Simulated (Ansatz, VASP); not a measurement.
Two plane-wave programs on ZnCl3

```
Zn Cl
1.0
    -2.89525    2.89525    2.89525
     2.89525   -2.89525    2.89525
     2.89525    2.89525   -2.89525
Zn Cl
1 3
Direct
  0.00000 0.00000 0.00000
  0.00000 0.50000 0.50000
  0.50000 0.00000 0.50000
  0.50000 0.50000 0.00000
```

Alike in both runs: task single point; functional PBE; k mesh 4 × 4 × 4; occupations gaussian, width 0.1 eV; no spin polarisation.

|  | VASP | Ansatz |
| --- | --- | --- |
| version | VASP 6.6.1 | Ansatz 0.2.0 |
| potentials or method | VASP PAW PBE potentials, release 64 (Zn, Cl) | scalar-relativistic, plane waves, PAW |
| plane-wave cutoff (eV) | 520 | 420 |
| valence electrons in the cell | 33 | 33 |

|  | VASP | Ansatz | Ansatz less VASP |
| --- | --- | --- | --- |
| gap on the k mesh at the Fermi level (eV) | none | none | - |
| pressure (GPa) | -2.8 | -2.8 | +0.06 |

A gap of «none» marks a metal or a gap that the smearing closes.

Caveats: the k mesh is coarse (spacing up to 0.38 Å⁻¹), so the values aren't converged; an odd number of electrons without spin polarisation forces a metal; a magnetic or distorted state may lie lower.
